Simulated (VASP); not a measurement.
Level of theory: rev-vdW-DF2, VASP's PBE PAW potentials (set 64) (plane waves; VASP 6.6.1).

VASP input:

### KPOINTS
```
k-points along high-symmetry lines
15
Line-mode
Reciprocal
  0.000000   0.000000   0.000000 ! GAMMA
  0.500000   0.000000   0.500000 ! X

  0.500000   0.000000   0.500000 ! X
  0.625000   0.250000   0.625000 ! U

  0.375000   0.375000   0.750000 ! K
  0.000000   0.000000   0.000000 ! GAMMA

  0.000000   0.000000   0.000000 ! GAMMA
  0.500000   0.500000   0.500000 ! L

  0.500000   0.500000   0.500000 ! L
  0.500000   0.250000   0.750000 ! W

  0.500000   0.250000   0.750000 ! W
  0.500000   0.000000   0.500000 ! X
```

INCAR:
```
AGGAC  =  0.0
ALGO  =  Normal
EDIFF  =  1E-7
ENCUT  =  520
GGA  =  MK
ICHARG  =  11
ISMEAR  =  0
LASPH  =  .True.
LCHARG  =  .False.
LMAXMIX  =  4
LORBIT  =  11
LREAL  =  .False.
LUSE_VDW  =  .True.
LWAVE  =  .False.
NELM  =  100
PARAM1  =  0.1234568
PARAM2  =  0.7114
PREC  =  Accurate
SIGMA  =  0.05
SYSTEM  =  SrO
ZAB_VDW  =  -1.8867
```

### POSCAR
```
SrO
1
   -0.0000000000     2.5822831348     2.5822831348
    2.5822831348     0.0000000000     2.5822831348
    2.5822831348     2.5822831348    -0.0000000000
Sr O
1 1
Direct
  0.0000000000   0.0000000000   0.0000000000
  0.5000000000   0.5000000000   0.5000000000
```

POTCAR, in this order: Sr_sv O (PBE.64 set). Program: vasp_std. Read from the step before: CHGCAR.

The run wrote:

**OSZICAR**
```
       N       E                     dE             d eps       ncg     rms          rms(c)
DAV:   1     0.776273125978E+02    0.77627E+02   -0.87118E+03  2160   0.130E+03
DAV:   2    -0.384633029916E+01   -0.81474E+02   -0.74270E+02  2744   0.244E+02
DAV:   3    -0.756920296819E+01   -0.37229E+01   -0.36827E+01  2952   0.501E+01
DAV:   4    -0.768819223805E+01   -0.11899E+00   -0.11894E+00  2936   0.816E+00
DAV:   5    -0.768995006582E+01   -0.17578E-02   -0.17578E-02  2868   0.843E-01
DAV:   6    -0.768997069710E+01   -0.20631E-04   -0.20631E-04  3040   0.755E-02
DAV:   7    -0.768997084727E+01   -0.15017E-06   -0.15015E-06  2752   0.682E-03
DAV:   8    -0.768997084940E+01   -0.21319E-08   -0.21143E-08  1788   0.716E-04
   1 F= -.76899708E+01 E0= -.76899708E+01  d E =-.724341E-19
```

File OUTCAR:
```
 val. band max:        1.4525286280   @ k =   0.0000   0.0000   0.0000

 cond. band min:       4.6961820029   @ k =   0.5000   0.0000   0.5000



 k-point     1 :       0.0000    0.0000    0.0000
  band No.  band energies     occupation
      1     -30.9223      2.00000
      2     -13.5125      2.00000
      3     -12.5701      2.00000
      4     -12.5701      2.00000
      5     -12.5701      2.00000
      6       1.4525      2.00000
      7       1.4525      2.00000
      8       1.4525      2.00000
      9       5.3160      0.00000
     10       7.6112      0.00000
     11       7.6112      0.00000
     12       7.6112      0.00000

 k-point     2 :       0.0357    0.0000    0.0357
  band No.  band energies     occupation
      1     -30.9202      2.00000
      2     -13.5680      2.00000
      3     -12.5746      2.00000
      4     -12.5746      2.00000
      5     -12.5135      2.00000
      6       1.3659      2.00000
      7       1.4454      2.00000
      8       1.4454      2.00000
      9       5.3988      0.00000
     10       7.5450      0.00000
     11       7.6667      0.00000
     12       7.6667      0.00000

 k-point     3 :       0.0714    0.0000    0.0714
  band No.  band energies     occupation
      1     -30.9138      2.00000
      2     -13.6996      2.00000
      3     -12.5880      2.00000
      4     -12.5880      2.00000
      5     -12.3811      2.00000
      6       1.1406      2.00000
      7       1.4256      2.00000
      8       1.4256      2.00000
      9       5.6179      0.00000
     10       7.3609      0.00000
     11       7.8302      0.00000
     12       7.8302      0.00000

 k-point     4 :       0.1071    0.0000    0.1071
  band No.  band energies     occupation
      1     -30.9036      2.00000
      2     -13.8547      2.00000
      3     -12.6095      2.00000
      4     -12.6095      2.00000
      5     -12.2304      2.00000
      6       0.8501      2.00000
      7       1.3976      2.00000
...
```

The density is held fixed in this step, so its total energy and stress have no physical meaning.

The compound is SrO in the rock salt structure. It was relaxed first.
